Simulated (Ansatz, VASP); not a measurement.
## AlInSb2 in VASP and in Ansatz

Contents of INCAR:

```
ALGO = Fast
EDIFF = 1E-7
ENCUT = 520
ISIF = 2
ISMEAR = 0
LASPH = True
LCHARG = True
LELF = True
LREAL = False
LVHAR = True
LWAVE = False
NBANDS = 21
NELM = 100
PREC = Accurate
SIGMA = 0.03
```

KPOINTS

```
k-points
0
Gamma
  8 8 6
```

POSCAR

```
AlInSb2
1.0
    4.2404641252      0.0000000000      0.0000000000
    0.0000000000      4.2404641252      0.0000000000
    0.0000000000      0.0000000000      7.1693654095
Al In Sb
1 1 2
Direct
    0.0000000000      0.0000000000      0.0000000000
    0.5000000000      0.5000000000      0.5000000000
    0.0000000000      0.5000000000      0.2333653700
    0.5000000000      0.0000000000      0.7666346300
```

Input for Ansatz:

```yaml
crystal:
  lattice:
    - [4.2404641252, 0.0, 0.0]
    - [0.0, 4.2404641252, 0.0]
    - [0.0, 0.0, 7.1693654095]
  atoms:
    - { symbol: Al, position: [0.0, 0.0, 0.0] }
    - { symbol: In, position: [0.5, 0.5, 0.5] }
    - { symbol: Sb, position: [0.0, 0.5, 0.23336537] }
    - { symbol: Sb, position: [0.5, 0.0, 0.76663463] }
basis:
  ecutwfc: 420
kpoints:
  mp_grid: { grid: [8, 8, 6] }
hamiltonian:
  xc: lda
scf:
  occupations: { method: gaussian, width: 0.03 }
output:
  forces: true
  stress: true
  eigenvalues: true
```

Alike in both runs: task single point; functional LDA; k mesh 8 × 8 × 6; occupations gaussian, width 0.03 eV; no spin polarisation.

|  | VASP | Ansatz |
| --- | --- | --- |
| version | VASP 6.6.1 | Ansatz 0.2.0 |
| potentials or method | VASP PAW LDA potentials, release 64 (Al, In_d, Sb) | scalar-relativistic, plane waves, PAW |
| plane-wave cutoff (eV) | 520 | 420 |
| valence electrons in the cell | 26 | 46 |

```csv
,VASP,Ansatz,Ansatz less VASP
gap on the k mesh at the Fermi level (eV),none,none,-
pressure (GPa),-2.0,-2.2,-0.17
largest component of the traceless stress (GPa),5.36,5.37,+0.012
rms of the force components (eV/Å),0.052,0.044,-0.0080
```

Atom by atom the forces differ by 0.008 eV/Å (rms over components). A gap of «none» marks a metal or a gap that the smearing closes. The two sets of potentials don't hold the same shells in valence.

The runs have no spin-orbit coupling, so splittings on Sb are missing.
